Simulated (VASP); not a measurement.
```
CdSe
1.0
    2.15000    -3.72391     0.00000
    2.15000     3.72391     0.00000
    0.00000     0.00000     7.01000
Cd Se
2 2
Direct
  0.66667   0.33333   0.50000
  0.33333   0.66667   0.00000
  0.66667   0.33333   0.87600
  0.33333   0.66667   0.37600
```

Calculation: PBE GGA, VASP's PBE PAW potentials (set 64) (plane waves; VASP). Settings: 400 eV cut-off, 6×6×3 Γ-centred mesh, Gaussian smearing of 0.050 eV, potentials Cd Se.

Question: Give the stress tensor in GPa (positive for a compressed cell).

Answer: 
```
2.92  0.00  0.00
0.00  2.92  0.00
0.00  0.00  2.97
```
The pressure is its mean diagonal, 2.94 GPa.

The compound is CdSe in the wurtzite structure. The cell was not relaxed at this level.
